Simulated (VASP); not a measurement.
The input files of a VASP run:

### KPOINTS
```
Automatic mesh
0
Gamma
9 9 5
0 0 0
```

### INCAR
```
SYSTEM = Tb
PREC = Accurate
ENCUT = 400
EDIFF = 1E-6
NELM = 60
ALGO = VeryFast
LREAL = .FALSE.
LASPH = .TRUE.
ISMEAR = 1
SIGMA = 0.1
GGA = PE
LMAXMIX = 6
LWAVE = .FALSE.
LCHARG = .FALSE.
ISIF = 2
NELMDL = -1
```

POSCAR:
```
Tb
1
    1.8360000000    -3.1800450000     0.0000000000
    1.8360000000     3.1800450000     0.0000000000
    0.0000000000     0.0000000000     5.8038000000
Tb
2
Direct
  0.3333330000   0.6666670000   0.2500000000
  0.6666670000   0.3333330000   0.7500000000
```

POTCAR, in this order: Tb_3 (PBE.64 set). Program: vasp_std.

The run wrote:

File standard output:
```
...
RMM:  21     0.671673756638E+03   -0.93633E-01   -0.11460E+00  1872   0.325E+01    0.548E+00
RMM:  22     0.671640688451E+03   -0.33068E-01   -0.31877E-01  1872   0.314E+01    0.618E+00
RMM:  23     0.671567397534E+03   -0.73291E-01   -0.70252E-01  1872   0.301E+01    0.656E+00
RMM:  24     0.671530602416E+03   -0.36795E-01   -0.37690E-01  1872   0.292E+01    0.752E+00
RMM:  25     0.671417801044E+03   -0.11280E+00   -0.11294E+00  1872   0.283E+01    0.139E+01
RMM:  26     0.671301266373E+03   -0.11653E+00   -0.11117E+00  1872   0.275E+01    0.142E+01
RMM:  27     0.671198238623E+03   -0.10303E+00   -0.10305E+00  1872   0.266E+01    0.107E+01
RMM:  28     0.671097338926E+03   -0.10090E+00   -0.10058E+00  1872   0.258E+01    0.103E+01
RMM:  29     0.670991740362E+03   -0.10560E+00   -0.10314E+00  1872   0.251E+01    0.103E+01
RMM:  30     0.670842362601E+03   -0.14938E+00   -0.14120E+00  1872   0.244E+01    0.545E+00
RMM:  31     0.670746723580E+03   -0.95639E-01   -0.91293E-01  1872   0.237E+01    0.494E+00
RMM:  32     0.670622394101E+03   -0.12433E+00   -0.12273E+00  1872   0.232E+01    0.504E+00
RMM:  33     0.670520177711E+03   -0.10222E+00   -0.10058E+00  1872   0.226E+01    0.458E+00
RMM:  34     0.670431920581E+03   -0.88257E-01   -0.86956E-01  1872   0.221E+01    0.455E+00
RMM:  35     0.670364969056E+03   -0.66952E-01   -0.68405E-01  1872   0.216E+01    0.499E+00
RMM:  36     0.670294188700E+03   -0.70780E-01   -0.70196E-01  1872   0.212E+01    0.527E+00
RMM:  37     0.670235745857E+03   -0.58443E-01   -0.57393E-01  1872   0.207E+01    0.546E+00
RMM:  38     0.670170682471E+03   -0.65063E-01   -0.63574E-01  1872   0.204E+01    0.555E+00
RMM:  39     0.670105027622E+03   -0.65655E-01   -0.64607E-01  1872   0.199E+01    0.575E+00
RMM:  40     0.670038864479E+03   -0.66163E-01   -0.65117E-01  1872   0.196E+01    0.592E+00
RMM:  41     0.669961313872E+03   -0.77551E-01   -0.76765E-01  1872   0.192E+01    0.612E+00
RMM:  42     0.669888988928E+03   -0.72325E-01   -0.72198E-01  1872   0.189E+01    0.626E+00
RMM:  43     0.669800293245E+03   -0.88696E-01   -0.87490E-01  1872   0.185E+01    0.647E+00
RMM:  44     0.669718953349E+03   -0.81340E-01   -0.80571E-01  1872   0.183E+01    0.660E+00
RMM:  45     0.669625632411E+03   -0.93321E-01   -0.94142E-01  1872   0.179E+01    0.670E+00
RMM:  46     0.669548313497E+03   -0.77319E-01   -0.77518E-01  1872   0.177E+01    0.681E+00
RMM:  47     0.669444814932E+03   -0.10350E+00   -0.96249E-01  1872   0.174E+01    0.712E+00
RMM:  48     0.669364981145E+03   -0.79834E-01   -0.76892E-01  1872   0.172E+01    0.744E+00
RMM:  49     0.669274803601E+03   -0.90178E-01   -0.90393E-01  1872   0.169E+01    0.752E+00
RMM:  50     0.669205936935E+03   -0.68867E-01   -0.69455E-01  1872   0.167E+01    0.760E+00
RMM:  51     0.669125951752E+03   -0.79985E-01   -0.79376E-01  1872   0.164E+01    0.778E+00
RMM:  52     0.669045928536E+03   -0.80023E-01   -0.69824E-01  1869   0.162E+01    0.871E+00
RMM:  53     0.668984745546E+03   -0.61183E-01   -0.61439E-01  1872   0.160E+01    0.881E+00
RMM:  54     0.668931811313E+03   -0.52934E-01   -0.52773E-01  1872   0.158E+01    0.896E+00
RMM:  55     0.668875497473E+03   -0.56314E-01   -0.57643E-01  1872   0.156E+01    0.903E+00
RMM:  56     0.668825671536E+03   -0.49826E-01   -0.50519E-01  1872   0.154E+01    0.911E+00
RMM:  57     0.668777815772E+03   -0.47856E-01   -0.55897E-01  1871   0.152E+01    0.859E+00
RMM:  58     0.668723031028E+03   -0.54785E-01   -0.53737E-01  1872   0.150E+01    0.880E+00
RMM:  59     0.668668061565E+03   -0.54969E-01   -0.55707E-01  1871   0.148E+01    0.873E+00
RMM:  60     0.668613378699E+03   -0.54683E-01   -0.55731E-01  1871   0.147E+01

 -----------------------------------------------------------------------------
|                                                                             |
|           W    W    AA    RRRRR   N    N  II  N    N   GGGG   !!!           |
|           W    W   A  A   R    R  NN   N  II  NN   N  G    G  !!!           |
|           W    W  A    A  R    R  N N  N  II  N N  N  G       !!!           |
|           W WW W  AAAAAA  RRRRR   N  N N  II  N  N N  G  GGG   !            |
|           WW  WW  A    A  R   R   N   NN  II  N   NN  G    G                |
|           W    W  A    A  R    R  N    N  II  N    N   GGGG   !!!           |
|                                                                             |
|     The electronic self-consistency was not achieved in the given           |
|     number of steps (NELM). The forces and other quantities evaluated       |
|     might not be reliable so examine the results carefully. If you find     |
|     spurious results, we suggest increasing NELM, if you were close to      |
|     convergence or switching to a different ALGO or adjusting the           |
|     density mixing parameters otherwise.                                    |
|                                                                             |
 -----------------------------------------------------------------------------

   1 F= 0.66861338E+03 E0= 0.66861296E+03  d E =0.125448E-02
```

OUTCAR:
```
------------------------ aborting loop EDIFF was not reached (unconverged)  ----------------------------
  FORCE on cell =-STRESS in cart. coord.  units (eV):
  Direction    XX          YY          ZZ          XY          YZ          ZX
  --------------------------------------------------------------------------------------
  Total      145.2035637    145.2035379    141.6325128      0.0000000      0.0000000      0.0000000
  in kB     3432.7287031   3432.7280928   3348.3061956      0.0000000      0.0000000      0.0000000
  external PRESSURE =    3404.5876638 kB  Pullay stress =       0.0000000 kB
  volume of cell :       67.77
      direct lattice vectors                 reciprocal lattice vectors
     1.836000000 -3.180045000  0.000000000     0.272331155 -0.157230479  0.000000000
     1.836000000  3.180045000  0.000000000     0.272331155  0.157230479  0.000000000
     0.000000000  0.000000000  5.803800000     0.000000000  0.000000000  0.172300906
 POSITION                                       TOTAL-FORCE (eV/Angst)
 -----------------------------------------------------------------------------------
      1.83600      1.06002      1.45095        -0.000000      0.000000      0.000000
      1.83600     -1.06002      4.35285         0.000000     -0.000000      0.000000
 -----------------------------------------------------------------------------------
    total drift:                               -0.000003      0.000040      0.000009
  FREE ENERGIE OF THE ION-ELECTRON SYSTEM (eV)
  ---------------------------------------------------
  free  energy   TOTEN  =       668.6133786986 eV

  energy  without entropy=      668.6121242178  energy(sigma->0) =      668.61296054
```
(Selected blocks of OUTCAR.)

### Question
Read input and log: which fault does this run have?
A. the mesh has unequal divisions along equivalent axes and breaks the lattice's symmetry
B. the lattice vectors carry noise near SYMPREC
C. selective dynamics freezes every atom
D. ALGO = VeryFast starts from random orbitals with almost no delay (NELMDL = -1)

### Answer
D, ALGO = VeryFast starts from random orbitals with almost no delay (NELMDL = -1). The run did not converge; its last values are not results. Against the sound run, the energy per atom (σ→0) increases by 338.857 eV/atom; the pressure rises by 342.27 GPa.

To mend it, set ALGO = Normal, remove NELMDL.

The mended run (PBE GGA, plane waves, VASP's PBE PAW potentials (set 64)) converges, and its OSZICAR ends with
```
   1 F= -.90991074E+01 E0= -.91001170E+01  d E =0.302893E-02
```

The compound is Tb in the hcp structure. The cell was not relaxed at this level. The 4f electrons are frozen in the core of the lanthanide potential, so 4f levels, which can set the real gap, and their magnetism are missing.
